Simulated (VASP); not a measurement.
Output of a VASP run:

File OSZICAR:
```
       N       E                     dE             d eps       ncg     rms          rms(c)
DAV:   1     0.220703187687E+03    0.22070E+03   -0.13629E+04  4320   0.150E+03
DAV:   2    -0.339026221594E+01   -0.22409E+03   -0.22191E+03  5368   0.426E+02
DAV:   3    -0.180388568968E+02   -0.14649E+02   -0.14440E+02  8040   0.819E+01
DAV:   4    -0.182747514496E+02   -0.23589E+00   -0.23586E+00  4688   0.113E+01
DAV:   5    -0.182796054068E+02   -0.48540E-02   -0.48539E-02  6448   0.121E+00    0.250E+01
DAV:   6    -0.179207159055E+02    0.35889E+00   -0.60849E-01  4648   0.747E+00    0.115E+01
DAV:   7    -0.178819287786E+02    0.38787E-01   -0.48858E-01  6200   0.566E+00    0.122E+00
DAV:   8    -0.178896492324E+02   -0.77205E-02   -0.67609E-02  5440   0.242E+00    0.140E-01
DAV:   9    -0.178892046927E+02    0.44454E-03   -0.20779E-03  5160   0.525E-01    0.720E-02
DAV:  10    -0.178891639429E+02    0.40750E-04   -0.97203E-05  5960   0.107E-01    0.168E-02
DAV:  11    -0.178891629791E+02    0.96375E-06   -0.89439E-06  5088   0.303E-02
   1 F= -.11313016E+02 E0= -.11313215E+02  d E =-.113130E+02
```

### OUTCAR
```
------------------------ aborting loop because EDIFF is reached ----------------------------------------
  FORCE on cell =-STRESS in cart. coord.  units (eV):
  Direction    XX          YY          ZZ          XY          YZ          ZX
  --------------------------------------------------------------------------------------
  Total        6.5737647      6.5737632      6.5729936      0.0000000      0.0000000      0.0000000
  in kB      299.8913045    299.8912389    299.8561294      0.0000000      0.0000000      0.0000000
  external PRESSURE =      -0.1204424 kB  Pullay stress =     300.0000000 kB
  volume of cell :       35.12
      direct lattice vectors                 reciprocal lattice vectors
     1.428055708 -2.473464771  0.000000000     0.350126397 -0.202145592  0.000000000
     1.428055708  2.473464771  0.000000000     0.350126397  0.202145592  0.000000000
     0.000000000  0.000000000  4.971414641     0.000000000  0.000000000  0.201149989
 POSITION                                       TOTAL-FORCE (eV/Angst)
 -----------------------------------------------------------------------------------
      1.42806      0.82449      1.24285        -0.000000      0.000000      0.000000
      1.42806     -0.82449      3.72856         0.000000     -0.000000      0.000000
 -----------------------------------------------------------------------------------
    total drift:                               -0.000063      0.001020     -0.000015
  FREE ENERGIE OF THE ION-ELECTRON SYSTEM (eV)
  ---------------------------------------------------
  free  energy   TOTEN  =       -17.8891629791 eV

  energy  without entropy=      -17.8897613313  energy(sigma->0) =      -17.88936243
  enthalpy is  TOTEN    =       -11.3130156627 eV   P V=        6.5761473164

 reached required accuracy - stopping structural energy minimisation
```
(Selected blocks of OUTCAR.)

POSCAR:
```
Zr
1
    1.4280557076    -2.4734647712     0.0000000000
    1.4280557076     2.4734647712    -0.0000000000
   -0.0000000000    -0.0000000000     4.9714146410
Zr
2
Direct
  0.3333330000   0.6666670000   0.2500000000
  0.6666670000   0.3333330000   0.7500000000
```

Task: Write an INCAR and KPOINTS that could have produced this output.

Result: This is not unique; one that fits is the input of the run itself, LDA (Ceperley-Alder, Perdew-Zunger), plane waves, VASP's LDA PAW potentials (set 64).

INCAR:
```
ALGO=Normal
EDIFF=1E-6
EDIFFG=-0.02
ENCUT=500
IBRION=2
ISIF=3
ISMEAR=1
LASPH=.True.
LCHARG=.False.
LMAXMIX=4
LREAL=.False.
LWAVE=.False.
NELM=100
NSW=40
PREC=Accurate
PSTRESS=300
SIGMA=0.1
SYSTEM=Zr
```

### KPOINTS
```
Automatic mesh
0
Gamma
15 15 8
0 0 0
```

POTCAR, in this order: Zr_sv (LDA.64 set). Program: vasp_std.

The compound is Zr in the hcp structure. It was relaxed first under an external pressure of 30 GPa.
